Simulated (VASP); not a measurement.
Level of theory: PBEsol GGA, VASP's PBE PAW potentials (set 64) (plane waves; VASP 6.6.1).

The input files of a VASP run:

File POSCAR:
```
LaSi
1
    0.0000000000     3.3362027952     3.3362027952
    3.3362027952     0.0000000000     3.3362027952
    3.3362027952     3.3362027952     0.0000000000
La Si
1 1
Direct
  0.0000000000   0.0000000000   0.0000000000
  0.2500000000   0.2500000000   0.2500000000
```

### INCAR
```
! general
SYSTEM   =  LaSi
PREC     =  Accurate
ENCUT    =  400
LREAL    =  .False.
LASPH    =  .True.
ICHARG   =  11

! electronic loop
EDIFF    =  1E-7
NELM     =  100
ALGO     =  Normal
LMAXMIX  =  6

! smearing
ISMEAR   =  0
SIGMA    =  0.05

! functional
GGA      =  PS

! output
LWAVE    =  .False.
LCHARG   =  .False.
LORBIT   =  11
```

KPOINTS:
```
k-points along high-symmetry lines
15
Line-mode
Reciprocal
  0.000000   0.000000   0.000000 ! GAMMA
 -0.500000  -0.500000   0.000000 ! X

 -0.500000  -0.500000   0.000000 ! X
 -0.375000  -0.375000   0.250000 ! U

 -0.375000  -0.000000   0.375000 ! K
  0.000000   0.000000   0.000000 ! GAMMA

  0.000000   0.000000   0.000000 ! GAMMA
  0.000000   0.000000   0.500000 ! L

  0.000000   0.000000   0.500000 ! L
 -0.500000  -0.250000   0.250000 ! W

 -0.500000  -0.250000   0.250000 ! W
 -0.500000  -0.500000   0.000000 ! X
```

POTCAR, in this order: La Si (PBE.64 set). Program: vasp_std. Read from the step before: CHGCAR.

The resulting files:

### OSZICAR
```
       N       E                     dE             d eps       ncg     rms          rms(c)
DAV:   1     0.128840444249E+03    0.12884E+03   -0.42266E+03  1980   0.118E+03
DAV:   2     0.670501577191E+00   -0.12817E+03   -0.12589E+03  3060   0.231E+02
DAV:   3    -0.971977961495E+01   -0.10390E+02   -0.99289E+01  2750   0.959E+01
DAV:   4    -0.104985385532E+02   -0.77876E+00   -0.75999E+00  3783   0.231E+01
DAV:   5    -0.105354518892E+02   -0.36913E-01   -0.36578E-01  3069   0.485E+00
DAV:   6    -0.105391989314E+02   -0.37470E-02   -0.37441E-02  3680   0.155E+00
DAV:   7    -0.105393526486E+02   -0.15372E-03   -0.15367E-03  2845   0.299E-01
DAV:   8    -0.105393716862E+02   -0.19038E-04   -0.19036E-04  3688   0.123E-01
DAV:   9    -0.105393725090E+02   -0.82277E-06   -0.82259E-06  2837   0.210E-02
DAV:  10    -0.105393726003E+02   -0.91293E-07   -0.91099E-07  3498   0.907E-03
   1 F= -.10539373E+02 E0= -.10537920E+02  d E =-.290595E-02
```

**OUTCAR**
```
 val. band max:        4.2972847310   @ k =  -0.4196  -0.4196   0.1607

 cond. band min:       4.3151059638   @ k =  -0.4375  -0.4375   0.1250



 k-point     1 :       0.0000    0.0000    0.0000
  band No.  band energies     occupation
      1     -28.2539      2.00000
      2     -11.9220      2.00000
      3     -11.9220      2.00000
      4     -11.9220      2.00000
      5      -2.7817      2.00000
      6       3.0271      2.00000
      7       3.0271      2.00000
      8       3.0271      2.00000
      9       5.6351      0.00000
     10       6.4529      0.00000
     11       6.4543      0.00000

 k-point     2 :      -0.0357   -0.0357    0.0000
  band No.  band energies     occupation
      1     -28.2536      2.00000
      2     -11.9255      2.00000
      3     -11.9230      2.00000
      4     -11.9230      2.00000
      5      -2.7677      2.00000
      6       3.0001      2.00000
      7       3.0389      2.00000
      8       3.0389      2.00000
      9       5.6633      0.00000
     10       6.3656      0.00000
     11       6.4561      0.00000

 k-point     3 :      -0.0714   -0.0714    0.0000
  band No.  band energies     occupation
      1     -28.2530      2.00000
      2     -11.9358      2.00000
      3     -11.9262      2.00000
      4     -11.9262      2.00000
      5      -2.7264      2.00000
      6       2.9253      2.00000
      7       3.0743      2.00000
      8       3.0743      2.00000
      9       5.7392      0.00000
     10       6.2128      0.00000
     11       6.4625      0.00000

 k-point     4 :      -0.1071   -0.1071    0.0000
  band No.  band energies     occupation
      1     -28.2519      2.00000
      2     -11.9522      2.00000
      3     -11.9313      2.00000
      4     -11.9313      2.00000
      5      -2.6601      2.00000
      6       2.8177      2.00000
      7       3.1328      2.00000
      8       3.1328      2.00000
      9       5.8359      0.00000
     10       6.0482      0.00000
...
```

The density is held fixed in this step, so its total energy and stress have no physical meaning.

The structure was generated: LaSi was put into the zinc blende type (F-43m), which need not be its known phase. It was relaxed first, which changed the volume by -25 %. The electron count is odd and the run is not spin-polarised, which forces a metal.
